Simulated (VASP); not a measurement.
These are r2SCAN meta-GGA, VASP's PBE PAW potentials (set 64) (plane waves; VASP 6.6.1) values and carry that method's errors. For the first row: Numerical set-up: 400 eV cut-off, 6×6×6 Γ-centred mesh, tetrahedra with Blöchl corrections, potentials Sb Pt.

```
system               energy (eV/atom)
-------------------  ----------------
PtSb$_{2}$ (pyrite)          -34.8406
Sb (a7)                      -25.6976
Pt (fcc)                     -51.4995
```

The references are the elements' solids at the same level; no temperature or zero-point terms are added.   Spin-orbit coupling is left out, which shifts such energies by up to tenths of an eV for the heavy elements here.

**Question.** What is the formation energy per atom of PtSb2?

**Answer.** The references average (8×(-25.6976) + 4×(-51.4995))/12 = -34.2982 eV, so the formation energy is -34.8406 − (-34.2982) = -0.542 eV/atom.
